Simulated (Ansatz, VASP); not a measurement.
## Hf (Na/Hf(0001)) in two plane-wave programs

Wanted: the spread between two codes on one cell, functional and k mesh. The cell is taken from a series of runs on this material, whose earlier steps may have relaxed, scaled, displaced or heated it; both programs get it as it stands.

Calculated with Ansatz 0.2.0; plane waves, with VASP 6.6.1 beside it; single point at PBEsol.

**1. The starting structure**

The cell holds 16 atoms: 16 Hf. Its edges and angles: a = 6.400 Å, b = 6.400 Å, c = 28.503 Å, α = 90.0°, β = 90.0°, γ = 60.0°. Vacuum lies along c.

As a file:

```
Hf
1.0
     6.40000    0.00000    0.00000
     3.20000    5.54256    0.00000
     0.00000    0.00000   28.50279
Hf
16
Direct
  0.33333 0.33333 0.31576
  0.00000 0.00000 0.40456
  0.33406 0.33406 0.49480
  0.99885 0.99885 0.57664
  0.33333 0.83333 0.31576
  0.00000 0.50000 0.40456
  0.33406 0.83188 0.49480
  0.99885 0.50231 0.57664
  0.83333 0.33333 0.31576
  0.50000 0.00000 0.40456
  0.83188 0.33406 0.49480
  0.50231 0.99885 0.57664
  0.83333 0.83333 0.31576
  0.50000 0.50000 0.40456
  0.83333 0.83333 0.49355
  0.50000 0.50000 0.57882
```

**2. VASP: single point, PBEsol**

A single point gives forces, pressure and levels at one fixed geometry, so differences don't come from the geometry; what else differs is listed under the comparison.

Lines of VASP's logs that name or quote its potential files are left out, and so is its time.

The input, INCAR:

```
SYSTEM = Hf
PREC = Accurate
ENCUT = 400
EDIFF = 1E-06
NELM = 120
ISMEAR = -1
SIGMA = 0.1
LREAL = .FALSE.
ALGO = Normal
GGA = PS
NBANDS = 99
LASPH = .TRUE.
LORBIT = 11
LWAVE = .FALSE.
LCHARG = .FALSE.
ISIF = 2
LDIPOL = .TRUE.
IDIPOL = 3
DIPOL = 0.5 0.5 0.448
LVHAR = .TRUE.
GGA_COMPAT = .FALSE.
NELMDL = -8
KPAR = 4
```

The input, POSCAR:

```
Hf
1.0
    6.4000000000      0.0000000000      0.0000000000
    3.2000000000      5.5425625842      0.0000000000
    0.0000000000      0.0000000000     28.5027885456
Hf
16
Direct
    0.3333333333      0.3333333333      0.3157585787
    1.0000000000      1.0000000000      0.4045639247
    0.3340599147      0.3340599147      0.4947987439
    0.9988463903      0.9988463903      0.5766389718
    0.3333333333      0.8333333333      0.3157585787
    1.0000000000      0.5000000000      0.4045639247
    0.3340599147      0.8318801706      0.4947987439
    0.9988463903      0.5023072193      0.5766389718
    0.8333333333      0.3333333333      0.3157585787
    0.5000000000      1.0000000000      0.4045639247
    0.8318801706      0.3340599147      0.4947987439
    0.5023072193      0.9988463903      0.5766389718
    0.8333333333      0.8333333333      0.3157585787
    0.5000000000      0.5000000000      0.4045639247
    0.8333333333      0.8333333333      0.4935472265
    0.5000000000      0.5000000000      0.5788177027
```

The input, KPOINTS:

```
Automatic mesh
0
Gamma
6 6 1
0 0 0
```

PAW data sets: Hf_pv (PBE family, release 64).

Run with:

```
$ mpirun -np 4 vasp_std
```

Numbers of over 12 decimals in the logs are rounded to 6 here.

The program printed:

```text
[banner, memory and clock lines left out]
running    4 mpi-ranks, on    1 nodes
 distrk:  each k-point on    1 cores,    4 groups
 distr:  one band on    1 cores,    1 groups

 POSCAR found type information on POSCAR Hf
 POSCAR found :  1 types and      16 ions
|                                                                             |
|               ----> ADVICE to this user running VASP <----                  |
|                                                                             |
|     You enforced a specific xc type in the INCAR file but a different       |
|     [... a line on the potential file left out ...]
|     I HOPE YOU KNOW WHAT YOU ARE DOING!                                     |
|                                                                             |

 LDA part: xc-table for (Slater+PW92), standard interpolation
 POSCAR, INCAR and KPOINTS ok, starting setup
 FFT: planning ... GRIDC
 FFT: planning ... GRID_SOFT
 FFT: planning ... GRID
 WAVECAR not read
 entering main loop
       N       E                     dE             d eps       ncg     rms          rms(c)
DAV:   1     0.654857548696E+03    0.65486E+03   -0.78054E+04  1866   0.109E+03
DAV:   2    -0.111711457600E+03   -0.76657E+03   -0.74019E+03  1649   0.287E+02
DAV:   3    -0.168812303988E+03   -0.57101E+02   -0.54487E+02  1668   0.568E+01
DAV:   4    -0.173358863437E+03   -0.45466E+01   -0.43713E+01  1977   0.129E+01
DAV:   5    -0.173559185139E+03   -0.20032E+00   -0.19618E+00  1900   0.245E+00
DAV:   6    -0.173576372048E+03   -0.17187E-01   -0.16967E-01  1972   0.595E-01
DAV:   7    -0.173577755344E+03   -0.13833E-02   -0.13684E-02  1924   0.138E-01
DAV:   8    -0.173577928528E+03   -0.17318E-03   -0.17176E-03  1940   0.360E-02    0.184E+02
DAV:   9    -0.190494331930E+03   -0.16916E+02   -0.17689E+02  1893   0.318E+01    0.102E+02
DAV:  10    -0.329123307613E+03   -0.13863E+03   -0.17366E+03  1858   0.477E+01    0.131E+02
DAV:  11    -0.335144438083E+03   -0.60211E+01   -0.24061E+03  1994   0.619E+01    0.127E+02
DAV:  12    -0.198691424108E+03    0.13645E+03   -0.36119E+02  1889   0.323E+01    0.923E+01
DAV:  13    -0.170217268945E+03    0.28474E+02   -0.95741E+01  1908   0.165E+01    0.648E+01
DAV:  14    -0.167392552670E+03    0.28247E+01   -0.23554E+01  1972   0.813E+00    0.550E+01
[...]
DAV:  48    -0.159516326874E+03   -0.82100E-05   -0.52598E-05  1532   0.127E-02    0.409E-02
DAV:  49    -0.159516347846E+03   -0.20972E-04   -0.90737E-06  1468   0.712E-03    0.338E-02
DAV:  50    -0.159516359019E+03   -0.11174E-04   -0.24630E-06  1100   0.373E-03    0.364E-02
DAV:  51    -0.159516364427E+03   -0.54077E-05   -0.53987E-06  1044   0.402E-03    0.725E-03
DAV:  52    -0.159516367522E+03   -0.30953E-05   -0.92196E-07   844   0.210E-03    0.892E-03
DAV:  53    -0.159516371372E+03   -0.38498E-05   -0.98577E-07   900   0.189E-03    0.727E-03
DAV:  54    -0.159516372625E+03   -0.12530E-05   -0.34448E-07   828   0.945E-04    0.339E-03
DAV:  55    -0.159516373553E+03   -0.92776E-06   -0.97035E-08   804   0.635E-04
   1 F= -.15951637E+03 E0= -.15912763E+03  d E =-.777487E+00
```

Parts of OUTCAR (step 2):

```text
ion  position               nearest neighbor table
   1  0.333  0.333  0.316-  10 3.13   6 3.13  14 3.13   5 3.20   5 3.20  13 3.20  13 3.20   9 3.20
                             9 3.20
   2  0.000  0.000  0.405-   9 3.13   5 3.13  13 3.13  15 3.14  11 3.17   7 3.17   6 3.20   6 3.20
                            14 3.20  14 3.20  10 3.20  10 3.20
   3  0.334  0.334  0.495-  12 2.98   8 2.98  16 3.02  14 3.16  10 3.17   6 3.17   7 3.19  11 3.19
                            15 3.20  15 3.20   7 3.21  11 3.21
   4  0.999  0.999  0.577-  11 2.98   7 2.98  15 3.00   8 3.18  12 3.18  16 3.20  16 3.20   8 3.22
                            12 3.22
   5  0.333  0.833  0.316-  14 3.13   2 3.13  10 3.13   1 3.20   1 3.20   9 3.20   9 3.20  13 3.20
                            13 3.20
   6  0.000  0.500  0.405-  13 3.13   1 3.13   9 3.13  15 3.14   3 3.17  11 3.17   2 3.20   2 3.20
                            10 3.20  10 3.20  14 3.20  14 3.20
   7  0.334  0.832  0.495-  12 2.98   4 2.98  16 3.02  14 3.16  10 3.17   2 3.17  11 3.19   3 3.19
                            15 3.20  15 3.20  11 3.21   3 3.21
   8  0.999  0.502  0.577-  11 2.98   3 2.98  15 3.00  12 3.18   4 3.18  16 3.20  16 3.20  12 3.22
                             4 3.22
   9  0.833  0.333  0.316-   2 3.13  14 3.13   6 3.13  13 3.20   5 3.20  13 3.20   5 3.20   1 3.20
                             1 3.20
  10  0.500  0.000  0.405-   1 3.13  13 3.13   5 3.13  15 3.14   3 3.17   7 3.17  14 3.20   6 3.20
                            14 3.20   6 3.20   2 3.20   2 3.20
  11  0.832  0.334  0.495-   8 2.98   4 2.98  16 3.02  14 3.16   2 3.17   6 3.17   7 3.19   3 3.19
                            15 3.20  15 3.20   7 3.21   3 3.21
  12  0.502  0.999  0.577-   7 2.98   3 2.98  15 3.00   8 3.18   4 3.18  16 3.20  16 3.20   8 3.22
                             4 3.22
  13  0.833  0.833  0.316-   6 3.13  10 3.13   2 3.13   9 3.20   1 3.20   9 3.20   1 3.20   5 3.20
                             5 3.20
  14  0.500  0.500  0.405-   5 3.13   9 3.13   1 3.13   7 3.16   3 3.16  11 3.16  10 3.20   2 3.20
                            10 3.20   2 3.20   6 3.20   6 3.20
  15  0.833  0.833  0.494-   8 3.00  12 3.00   4 3.00   6 3.14  10 3.14   2 3.14  11 3.20   7 3.20
                             3 3.20   3 3.20  11 3.20   7 3.20
  16  0.500  0.500  0.579-   7 3.02   3 3.02  11 3.02  12 3.20   8 3.20   4 3.20   4 3.20  12 3.20
                             8 3.20

  LATTYP: Found a hexagonal cell.
 ALAT       =     6.4000000000
 C/A-ratio  =     4.4535607103

 Subroutine GETGRP returns: Found  6 space group operations
 (whereof  2 operations were pure point group operations)

The static configuration has the point symmetry C_1h.
 The point group associated with its full space group is C_3v.

 Found      7 irreducible k-points:

   k-points           NKPTS =      7   k-points in BZ     NKDIM =      7   number of bands    NBANDS=     99

   dimension x,y,z NGX =    42 NGY =   42 NGZ =  192
   dimension x,y,z NGXF=    84 NGYF=   84 NGZF=  384

   ENCUT  =  400.0 eV  29.40 Ry    5.42 a.u.  10.44 10.44 46.48*2*pi/ulx,y,z

   NELECT =     160.0000    total number of electrons

 k-points in reciprocal lattice and weights: Automatic mesh
   0.00000000  0.00000000  0.00000000       0.028
   0.16666667 -0.00000000  0.00000000       0.167
   0.33333333  0.00000000  0.00000000       0.167
   0.50000000 -0.00000000  0.00000000       0.083
   0.33333333  0.16666667  0.00000000       0.167
   0.50000000  0.16666667  0.00000000       0.333
  -0.33333333  0.33333333  0.00000000       0.056

 dipolmoment           0.000000      0.000000     -0.011134 electrons x Angstroem

 average (electrostatic) potential at core
       1 -43.4192       2 -42.9435       3 -42.7927       4 -43.2388       5 -43.4192
       6 -42.9435       7 -42.7927       8 -43.2388       9 -43.4192      10 -42.9435
      11 -42.7927      12 -43.2388      13 -43.4232      14 -42.9448      15 -42.7751
      16 -43.3114

 E-fermi :  -1.0804

 k-point     1 :       0.0000    0.0000    0.0000
  band No.  band energies     occupation
    ...
     71      -1.9994      1.99980
     72      -1.9948      1.99979
     73      -1.9948      1.99979
     74      -1.2790      1.75875
     75      -1.0562      0.87965
     76      -0.9267      0.35414
     77      -0.9267      0.35414
     78      -0.9258      0.35141
     79      -0.5415      0.00910
     80      -0.5256      0.00776
    ...

 k-point     2 :       0.1667   -0.0000    0.0000
  band No.  band energies     occupation
    ...
     71      -2.0300      1.99985
     72      -1.9912      1.99978
     73      -1.9906      1.99978
     74      -1.3622      1.88736
     75      -1.1143      1.16789
     76      -0.9690      0.49449
     77      -0.9679      0.49021
     78      -0.9440      0.40723
     79      -0.7235      0.05484
     80      -0.6948      0.04142
    ...

 k-point     3 :       0.3333    0.0000    0.0000
  band No.  band energies     occupation
    ...
     78      -1.2031      1.54660
     79      -1.1511      1.33960
     80      -1.0830      1.01298
     81      -1.0781      0.98855
     82      -1.0196      0.70526
     83      -0.8377      0.16231
     84      -0.7209      0.05344
     85      -0.7017      0.04431
     86      -0.6836      0.03713
     87      -0.4868      0.00527
    ...

  Total      -15.8470046    -15.8470046    -11.2333110      0.0000000     -0.0000000      0.0000000
  in kB      -25.1119151    -25.1119151    -17.8008375      0.0000000     -0.0000000      0.0000000
  external PRESSURE =     -22.6748892 kB  Pullay stress =       0.0000000 kB

  energy-cutoff  :      400.00
  volume of cell :     1011.06
      direct lattice vectors                 reciprocal lattice vectors
     6.400000000  0.000000000  0.000000000     0.156250000 -0.090210980  0.000000000
     3.200000000  5.542562584  0.000000000     0.000000000  0.180421959  0.000000000
     0.000000000  0.000000000 28.502788546     0.000000000  0.000000000  0.035084287

 POSITION                                       TOTAL-FORCE (eV/Angst)
 -----------------------------------------------------------------------------------
      3.20000      1.84752      9.00000        -0.007275     -0.004201      0.911761
      0.00000      0.00000     11.53120         0.027189      0.015697     -0.920217
      3.20698      1.85155     14.10314         0.010631      0.006138      0.156323
      9.58893      5.53617     16.43582        -0.010546     -0.006089     -0.125491
      4.80000      4.61880      9.00000         0.000000      0.008401      0.911761
      1.60000      2.77128     11.53120         0.000000     -0.031395     -0.920217
      4.80000      4.61075     14.10314        -0.000000     -0.012275      0.156323
      8.00000      2.78407     16.43582        -0.000000      0.012177     -0.125491
      6.40000      1.84752      9.00000         0.007275     -0.004201      0.911761
      3.20000      0.00000     11.53120        -0.027189      0.015697     -0.920217
      6.39302      1.85155     14.10314        -0.010631      0.006138      0.156323
      6.41107      5.53617     16.43582         0.010546     -0.006089     -0.125491
      8.00000      4.61880      9.00000        -0.000000     -0.000000      0.895531
      4.80000      2.77128     11.53120         0.000000     -0.000000     -0.838440
      8.00000      4.61880     14.06747         0.000000     -0.000000      0.251135
      4.80000      2.77128     16.49792        -0.000000     -0.000000     -0.375355
 -----------------------------------------------------------------------------------
    total drift:                               -0.000001     -0.000000      0.005600

  FREE ENERGIE OF THE ION-ELECTRON SYSTEM (eV)
  ---------------------------------------------------
  free  energy   TOTEN  =      -159.5163735529 eV

  energy  without entropy=     -158.7388863400  energy(sigma->0) =     -159.12762995

 vacuum level on the upper side and lower side of the slab         3.316         3.373

 total charge
# of ion       s       p       d       tot
------------------------------------------
    1        0.408   6.258   1.492   8.158
    2        0.391   6.385   1.537   8.313
    3        0.400   6.403   1.586   8.389
    4        0.421   6.271   1.553   8.245
    5        0.408   6.258   1.492   8.158
    6        0.391   6.385   1.537   8.313
    7        0.400   6.403   1.586   8.389
    8        0.421   6.271   1.553   8.245
    9        0.408   6.258   1.492   8.158
   10        0.391   6.385   1.537   8.313
   11        0.400   6.403   1.586   8.389
   12        0.421   6.271   1.553   8.245
   13        0.408   6.259   1.491   8.158
   14        0.390   6.384   1.536   8.311
   15        0.403   6.408   1.591   8.402
   16        0.420   6.264   1.536   8.220
--------------------------------------------------
tot          6.483 101.265  24.656 132.404

[... 3 further parts left out ...]
```

Harder data sets than Hf_pv exist (the GW ones), and pressures, volumes and forces can shift noticeably with them.

(Part 1 of 2 ends here.)

[Lines on the potential files, build, host, timing and source positions are cut from VASP's logs without a mark.]

[Logs are printed without paths, hosts, clocks, repeated set-up lines and the standing remarks that a program may print on its own settings, such as how far it seeks lower states.]

[Hosts, paths, dates, database ids (printed as entryN), source tags and the programs' standing remarks are cut or masked in the printed files.]
